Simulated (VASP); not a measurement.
Elastic constants (GPa) of a crystal from PBEsol GGA, VASP's PBE PAW potentials (set 64) (VASP 6.6.1):

```tsv
	xx	yy	zz	yz	xz	xy
xx	655.8	111.6	111.6	0.0	0.0	0.0
yy	111.6	655.8	111.6	0.0	0.0	0.0
zz	111.6	111.6	655.8	0.0	0.0	0.0
yz	0.0	0.0	0.0	130.3	0.0	0.0
xz	0.0	0.0	0.0	0.0	130.3	0.0
xy	0.0	0.0	0.0	0.0	0.0	130.3
```

Finite-difference elastic constants of metals are sensitive to mesh and smearing; shear constants can be off by tens of GPa.

Question: Work out the Voigt, Reuss and Hill moduli, Young's modulus and Poisson's ratio.

Answer: All eigenvalues are positive (smallest 130.3 GPa), so the crystal is stable. K_V = (C11+C22+C33+2(C12+C13+C23))/9 = (1967.4 + 2×334.8)/9 = 293.0 GPa; G_V = (1967.4 − 334.8 + 3×390.9)/15 = 187.0 GPa. From the compliances, K_R = 293.0 GPa and G_R = 164.6 GPa. Hill: K = 293.0 GPa, G = 175.8 GPa, E = 9KG/(3K+G) = 439.5 GPa, ν = (3K−2G)/(2(3K+G)) = 0.250. K/G = 1.67, below Pugh's 1.75; universal anisotropy A^U = 0.68.

Question: With a density of 14.12 g/cm³, what are the mean sound speeds?

Answer: v_l = √((K+4G/3)/ρ) = 6.11 km/s and v_t = √(G/ρ) = 3.53 km/s. The crystal is HfN (space group Fm-3m), cubic.

The structure comes from a measured HfN entry (Fm-3m) of the Crystallography Open Database, whose conditions weren't checked. It was relaxed first. The electron count is odd and the run is not spin-polarised, which forces a metal.
